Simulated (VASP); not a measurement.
# Sr3Bi (P6_3/mmc) in VASP: reference runs

Reference runs on Sr3Bi: the cell as given and a disturbed copy.

All numbers are computed with VASP 6.6.1; they aren't measurements. Logs are shortened: lines on timing, memory, paths and dates and some standing lists are left out, and cuts for length are marked.

**1. The crystal as given**

The structure is hexagonal, space group P6_3/mmc (No. 194). Conventional cell: a = 7.786 Å, b = 7.786 Å, c = 6.296 Å, α = 90.00°, β = 90.00°, γ = 120.00°. Bi (site symmetry -6m2) has 12 Sr at 3.83 to 3.89 Å as nearest neighbours. Sr (site symmetry mm2) has 8 Sr at 3.79 to 4.00 Å and 4 Bi at 3.83 to 3.89 Å as nearest neighbours.

The cell comes from a database or a generator and needn't be the stable form of this composition.

**2. Single point, PBE**

INCAR reads:

```
PREC = Accurate ; ENCUT = 520
EDIFF = 1E-7 ; ISMEAR = -1
SIGMA = 0.05 ; LREAL = False
LASPH = True ; NELM = 100
ALGO = Normal ; ISIF = 2
LWAVE = False ; LCHARG = True
GGA = PE ; LELF = True
LVHAR = True ; NBANDS = 55
```

KPOINTS reads:

```
Automatic mesh
0
Gamma
  4 4 4
```

POSCAR reads:

```
Sr3Bi
1.0
    7.7859464207      0.0000000000      0.0000000000
   -3.8929732103      6.7428273928      0.0000000000
    0.0000000000      0.0000000000      6.2963810000
Bi Sr
2 6
Direct
    0.3333333333      0.6666666667      0.7500000000
    0.6666666667      0.3333333333      0.2500000000
    0.1711700050      0.3423400100      0.2500000000
    0.1711700050      0.8288299950      0.2500000000
    0.6576599900      0.8288299950      0.2500000000
    0.8288299950      0.6576599900      0.7500000000
    0.8288299950      0.1711700050      0.7500000000
    0.3423400100      0.1711700050      0.7500000000
```

Potentials or basis: VASP PAW PBE potentials, release 64 (Bi_d, Sr_sv).

Started as:

```sh
cat potpaw_PBE.64/Bi_d/POTCAR potpaw_PBE.64/Sr_sv/POTCAR > POTCAR
mpirun -np 1 vasp_std > vasp.out
```

OUTCAR:

```text
PREC = Accurate
   ENCUT = 520
   EDIFF = 1E-7
   ISMEAR = -1
   LREAL = False
   LASPH = True
   NELM = 100
   ISIF = 2
   GGA = PE

 ion  position               nearest neighbor table
   1  0.333  0.667  0.750-   4 3.83   4 3.83   3 3.83   3 3.83   5 3.83   5 3.83   8 3.89   6 3.89
                             7 3.89   7 3.89   8 3.89   6 3.89
   2  0.667  0.333  0.250-   7 3.83   7 3.83   6 3.83   6 3.83   8 3.83   8 3.83   5 3.89   3 3.89
                             4 3.89   4 3.89   5 3.89   3 3.89
   3  0.171  0.342  0.250-   4 3.79   5 3.79   1 3.83   1 3.83   2 3.89   2 3.89   8 3.90   8 3.90
                             7 3.90   7 3.90   4 4.00   5 4.00
   4  0.171  0.829  0.250-   3 3.79   5 3.79   1 3.83   1 3.83   2 3.89   2 3.89   8 3.90   8 3.90
                             6 3.90   6 3.90   3 4.00   5 4.00
   5  0.658  0.829  0.250-   3 3.79   4 3.79   1 3.83   1 3.83   2 3.89   2 3.89   7 3.90   7 3.90
                             6 3.90   6 3.90   3 4.00   4 4.00
   6  0.829  0.658  0.750-   7 3.79   8 3.79   2 3.83   2 3.83   1 3.89   1 3.89   5 3.90   5 3.90
                             4 3.90   4 3.90   7 4.00   8 4.00
   7  0.829  0.171  0.750-   6 3.79   8 3.79   2 3.83   2 3.83   1 3.89   1 3.89   5 3.90   5 3.90
                             3 3.90   3 3.90   6 4.00   8 4.00
   8  0.342  0.171  0.750-   6 3.79   7 3.79   2 3.83   2 3.83   1 3.89   1 3.89   4 3.90   4 3.90
                             3 3.90   3 3.90   6 4.00   7 4.00

  LATTYP: Found a hexagonal cell.
 ALAT       =     7.7859464207
 C/A-ratio  =     0.8086853749

  Lattice vectors:

 A1 = (   7.7859464207,   0.0000000000,   0.0000000000)
 A2 = (  -3.8929732103,   6.7428273928,   0.0000000000)
 A3 = (   0.0000000000,   0.0000000000,   6.2963810000)

Analysis of symmetry for initial positions (statically):
=====================================================================
 Subroutine PRICEL returns:
 Original cell was already a primitive cell.

 Routine SETGRP: Setting up the symmetry group for a
 hexagonal supercell.

 Subroutine GETGRP returns: Found 24 space group operations
 (whereof 12 operations were pure point group operations)
 out of a pool of 24 trial point group operations.

The static configuration has the point symmetry D_3d.
 The point group associated with its full space group is D_6h.

Analysis of symmetry for dynamics (positions and initial velocities):
=====================================================================
 Subroutine PRICEL returns:
 Original cell was already a primitive cell.

 Routine SETGRP: Setting up the symmetry group for a
 hexagonal supercell.

 Subroutine GETGRP returns: Found 24 space group operations
 (whereof 12 operations were pure point group operations)
 out of a pool of 24 trial point group operations.

The dynamic configuration has the point symmetry D_3d.
 The point group associated with its full space group is D_6h.

 Subroutine INISYM returns: Found 24 space group operations
 (whereof 12 operations are pure point group operations),
 and found     1 'primitive' translations

----------------------------------------------------------------------------------------

                                     Primitive cell

  volume of cell :     330.5555

  direct lattice vectors                    reciprocal lattice vectors
     7.785946421  0.000000000  0.000000000     0.128436538  0.074152870  0.000000000
    -3.892973210  6.742827393  0.000000000     0.000000000  0.148305739  0.000000000
     0.000000000  0.000000000  6.296381000     0.000000000  0.000000000  0.158821393

  length of vectors
     7.785946421  7.785946421  6.296381000     0.148305739  0.148305739  0.158821393

  position of ions in fractional coordinates (direct lattice)
     0.333333333  0.666666667  0.750000000
     0.666666667  0.333333333  0.250000000
     0.171170005  0.342340010  0.250000000
     0.171170005  0.828829995  0.250000000
     0.657659990  0.828829995  0.250000000
     0.828829995  0.657659990  0.750000000
     0.828829995  0.171170005  0.750000000
     0.342340010  0.171170005  0.750000000

  ion indices of the primitive-cell ions
   primitive index   ion index
                 1           1
                 2           2
                 3           3
                 4           4
                 5           5
                 6           6
                 7           7
                 8           8

----------------------------------------------------------------------------------------

 KPOINTS: Automatic mesh

Automatic generation of k-mesh.
 Grid dimensions read from file:
 generate k-points for:    4    4    4

 Generating k-lattice:

  Cartesian coordinates                     Fractional coordinates (reciprocal lattice)
     0.032109134  0.018538217  0.000000000     0.250000000  0.000000000  0.000000000
     0.000000000  0.037076435  0.000000000     0.000000000  0.250000000  0.000000000
     0.000000000  0.000000000  0.039705348     0.000000000  0.000000000  0.250000000

  Length of vectors
     0.037076435  0.037076435  0.039705348

  Shift w.r.t. Gamma in fractional coordinates (k-lattice)
     0.000000000  0.000000000  0.000000000

 Subroutine IBZKPT returns following result:
 ===========================================

 Found     12 irreducible k-points:

 Following reciprocal coordinates:
            Coordinates               Weight
  0.000000  0.000000  0.000000      1.000000
  0.250000  0.000000  0.000000      6.000000
  0.500000  0.000000  0.000000      3.000000
  0.250000  0.250000  0.000000      6.000000
  0.000000  0.000000  0.250000      2.000000
  0.250000  0.000000  0.250000     12.000000
  0.500000  0.000000  0.250000      6.000000
  0.250000  0.250000  0.250000     12.000000
  0.000000  0.000000  0.500000      1.000000
  0.250000  0.000000  0.500000      6.000000
  0.500000  0.000000  0.500000      3.000000
  0.250000  0.250000  0.500000      6.000000
   k-points           NKPTS =     12   k-points in BZ     NKDIM =     12   number of bands    NBANDS=     55
   number of dos      NEDOS =    301   number of ions     NIONS =      8
   total plane-waves  NPLWV = 172800
   dimension x,y,z NGX =    60 NGY =   60 NGZ =   48
   dimension x,y,z NGXF=   120 NGYF=  120 NGZF=   96
   ions per type =               2   6
   NGX,Y,Z   is equivalent  to a cutoff of  12.81, 12.81, 12.67 a.u.
   NGXF,Y,Z  is equivalent  to a cutoff of  25.62, 25.62, 25.35 a.u.
 SYSTEM =  unknown system
   PREC   = accura    normal or accurate (medium, high low for compatibility)
   ISTART =      0    job   : 0-new  1-cont  2-samecut
   ICHARG =      2    charge: 1-file 2-atom 10-const
   ISPIN  =      1    spin polarized calculation?
   LNONCOLLINEAR =      F non collinear calculations
   LSORBIT =      F    spin-orbit coupling
   LASPH  =      T    aspherical Exc in radial PAW
   ENCUT  =  520.0 eV  38.22 Ry    6.18 a.u.  14.48 14.48 11.71*2*pi/ulx,y,z
   NELM   =    100;   NELMIN=  2; NELMDL= -5     # of ELM steps
   EDIFF  = 0.1E-06   stopping-criterion for ELM
   LREAL  =      F    real-space projection
   EDIFFG = 0.1E-05   stopping-criterion for IOM
   NSW    =      0    number of steps for IOM
   IBRION =     -1    ionic relax: 0-MD 1-quasi-New 2-CG
   NFREE  =      0    steps in history (QN), initial steepest desc. (CG)
   ISIF   =      2    stress and relaxation
   ISYM   =      2    0-nonsym 1-usesym 2-fastsym
   POTIM  = 0.5000    time-step for ionic-motion
   TEBEG  =    0.0;   TEEND  =   0.0 temperature during run
   PSTRESS=    0.0 pullay stress
   NELECT =      90.0000    total number of electrons
   NUPDOWN=      -1.0000    fix difference up-down
   EMIN   =  10.00;   EMAX   =-10.00  energy-range for DOS
   EFERMI =   0.00;   METHOD = LEGACY
   ISMEAR =    -1;   SIGMA  =   0.05  broadening in eV -4-tet -1-fermi 0-gaus
   EFERMI_NEDOS =   21; number of points for ismear=-14 and -15
   IALGO  =     38    algorithm
   IMIX   =      4    mixing-type and parameters
     AMIX     =   0.40;   BMIX     =  1.00
     AMIX_MAG =   1.60;   BMIX_MAG =  1.00
  volume/ion in A,a.u.               =      41.32       278.84
  Fermi-wavevector in a.u.,A,eV,Ry     =   1.061062  2.005117 15.318160  1.125853
  Thomas-Fermi vector in A             =   2.196465
   LORBIT       =      0    0 simple, 1 ext, 2 COOP (PROOUT), +10 PAW based schemes
   GGA     = PE    functional components
   LHFCALC =     F    Hartree Fock is set to
   AEXX    =    0.0000 exact exchange contribution
   IVDW    =     0    specifies the selected vdW correction
   LEPSILON=     F    determine dielectric tensor
   LRPA    =     F    only Hartree local field effects (RPA)
 non-spin polarized calculation
  energy-cutoff  :      520.00
  volume of cell :      330.56
 maximum number of plane-waves:      8923
 NGX is ok and might be reduce to    60
   NGX = 29   NGY = 29   NGZ = 23

 number of electron      90.0000011 magnetization

 Free energy of the ion-electron system (eV)
  ---------------------------------------------------
  ext. energy  EPLUGINS =         0.00000000
  ---------------------------------------------------
  free energy    TOTEN  =       -20.93990815 eV

  energy without entropy =      -20.88878160  energy(sigma->0) =      -20.91434488

 E-fermi :   3.5840     XC(G=0):  -8.4022

 val. band max:        3.5611523163   @ k =   0.0000   0.0000   0.0000
 cond. band min:       3.5876872211   @ k =   0.2500   0.0000   0.0000
 fundamental gap:      0.0265349048
 Fermi energy:         3.5840476405

 k-point     1 :       0.0000    0.0000    0.0000
  band No.  band energies     occupation
      1     -33.0532      2.00000
      2     -33.0224      2.00000
      3     -33.0199      2.00000
      4     -33.0199      2.00000
      5     -33.0050      2.00000
      6     -33.0050      2.00000
[... 47 lines left out ...]
     54       5.1854      0.00000
[... 637 lines left out ...]
     54       5.1707      0.00000
     55       5.1987      0.00000

------------------------ aborting loop because EDIFF is reached ----------------------------------------

  FORCE on cell =-STRESS in cart. coord.  units (eV):
  Direction    XX          YY          ZZ          XY          YZ          ZX
  --------------------------------------------------------------------------------------
  -------------------------------------------------------------------------------------
  Total       -0.1427630     -0.1427630     -0.4011791     -0.0000000      0.0000000      0.0000000
  in kB       -0.6919614     -0.6919614     -1.9444842     -0.0000000      0.0000000      0.0000000
  external PRESSURE =      -1.1094690 kB  Pullay stress =       0.0000000 kB

 VOLUME and BASIS-vectors are now :
 -----------------------------------------------------------------------------
  energy-cutoff  :      520.00
  volume of cell :      330.56
      direct lattice vectors                 reciprocal lattice vectors
     7.785946421  0.000000000  0.000000000     0.128436538  0.074152870  0.000000000
    -3.892973210  6.742827393  0.000000000     0.000000000  0.148305739  0.000000000
     0.000000000  0.000000000  6.296381000     0.000000000  0.000000000  0.158821393

 POSITION                                       TOTAL-FORCE (eV/Angst)
 -----------------------------------------------------------------------------------
     -0.00000      4.49522      4.72229         0.000000     -0.000000      0.000000
      3.89297      2.24761      1.57410         0.000000     -0.000000      0.000000
      0.00000      2.30834      1.57410        -0.000000     -0.005494      0.000000
     -1.89389      5.58866      1.57410        -0.004758      0.002747      0.000000
      1.89389      5.58866      1.57410         0.004758      0.002747      0.000000
      3.89297      4.43449      4.72229         0.000000      0.005494      0.000000
      5.78687      1.15417      4.72229         0.004758     -0.002747      0.000000
      1.99908      1.15417      4.72229        -0.004758     -0.002747      0.000000
 -----------------------------------------------------------------------------------
    total drift:                                0.000000     -0.000000      0.000000

  FREE ENERGIE OF THE ION-ELECTRON SYSTEM (eV)
  ---------------------------------------------------
  free  energy   TOTEN  =       -20.9399081547 eV

  energy  without entropy=      -20.8887815989  energy(sigma->0) =      -20.91434488
```

Run time: 2.4 min. Hardware: 1 thread of Intel Xeon 6975P-C (Granite Rapids), shared host; peak memory 0.51 GiB.

What came out:

```
Free energy            : -20.9399 eV
Pressure               : -0.1 GPa
Largest force          : 0.005 eV/Å
Band gap on the k mesh : none (metal or under the smearing width)
```

Forces on the atoms (eV/Å):
```
Bi   0.000  0.000  0.000
Bi   0.000  0.000  0.000
Sr   0.000 -0.005  0.000
Sr  -0.005  0.003  0.000
Sr   0.005  0.003  0.000
Sr   0.000  0.005  0.000
Sr   0.005 -0.003  0.000
Sr  -0.005 -0.003  0.000
```

Stress tensor (GPa, compression positive):
```
-0.07  0.00  0.00
 0.00 -0.07  0.00
 0.00  0.00 -0.19
```

Caveat: spin-orbit coupling is left out, which moves the levels of the heavy elements.

**3. Single point, PBE (atoms moved at random, drawn with an rms of 0.05 Å)**

INCAR reads:

```
SYSTEM = Sr3Bi
PREC = Accurate
ENCUT = 520
EDIFF = 1E-7
ISMEAR = -1
SIGMA = 0.05
LREAL = .False.
LASPH = .True.
NELM = 80
ALGO = Normal
ISIF = 2
LWAVE = .False.
LCHARG = .False.
GGA = PE
NBANDS = 55
```

KPOINTS reads:

```
Automatic mesh
0
Gamma
  4 4 4
  0 0 0
```

POSCAR reads:

```
Sr3Bi
1.0
    7.7859464207      0.0000000000      0.0000000000
   -3.8929732103      6.7428273928      0.0000000000
    0.0000000000      0.0000000000      6.2963810000
Bi Sr
2 6
Direct
    0.3337170000      0.6635680000      0.7396040000
    0.6772250000      0.3440150000      0.2559810000
    0.1631970000      0.3387710000      0.2425710000
    0.1679670000      0.8327400000      0.2517430000
    0.6528520000      0.8361350000      0.2399750000
    0.8286250000      0.6592700000      0.7479820000
    0.8264940000      0.1687920000      0.7537340000
    0.3436840000      0.1701350000      0.7566330000
```

Potentials or basis: VASP PAW PBE potentials, release 64 (Bi_d, Sr_sv).

Started as:

```sh
cat potpaw_PBE.64/Bi_d/POTCAR potpaw_PBE.64/Sr_sv/POTCAR > POTCAR
mpirun -np 1 vasp_std > vasp.out
```

Run time: 6.6 min. Hardware: 1 thread of Intel Xeon 6975P-C (Granite Rapids), shared host; peak memory 0.76 GiB.

The run converged. Its results:

* Free energy: -20.9069 eV
* Pressure: -0.1 GPa
* Largest force: 0.232 eV/Å
* Band gap on the k mesh: none (metal or under the smearing width)

Forces in eV/Å, atoms in the order of the input:
```
Bi  -0.053  0.049  0.080
Bi  -0.076 -0.106 -0.073
Sr   0.061  0.145  0.171
Sr   0.007 -0.072  0.030
Sr   0.048 -0.126  0.142
Sr   0.000 -0.003 -0.036
Sr   0.041  0.066 -0.190
Sr  -0.028  0.047 -0.124
```

Stress tensor (GPa, compression positive):
```
-0.09  0.08 -0.10
 0.08 -0.06 -0.04
-0.10 -0.04 -0.11
```

Levels at points of the mesh, in eV from the Fermi level:
```
           k point  band 42  band 43  band 44  band 45  band 46  band 47  band 48  band 49
(0.00, 0.00, 0.00)    -2.10    -1.76    -1.00    -0.03     0.10     0.14     0.29     0.33
(0.50, 0.00, 0.00)    -1.88    -1.08    -0.41    -0.17     0.03     0.26     0.47     0.54
(0.00, 0.50, 0.00)    -1.82    -1.04    -0.44    -0.15     0.03     0.26     0.47     0.50
(0.50, 0.50, 0.00)    -1.86    -1.07    -0.44    -0.18     0.03     0.27     0.46     0.52
(0.00, 0.00, 0.50)    -1.97    -0.75    -0.71    -0.56    -0.54    -0.50    -0.48     0.81
(0.50, 0.00, 0.50)    -2.09    -1.15    -1.08     0.49     0.56     0.80     0.85     0.90
(0.00, 0.50, 0.50)    -2.13    -1.15    -1.08     0.50     0.56     0.83     0.84     0.90
(0.50, 0.50, 0.50)    -2.10    -1.14    -1.08     0.51     0.56     0.82     0.83     0.93
```

Caveat: spin-orbit coupling is left out, which moves the levels of the heavy elements.
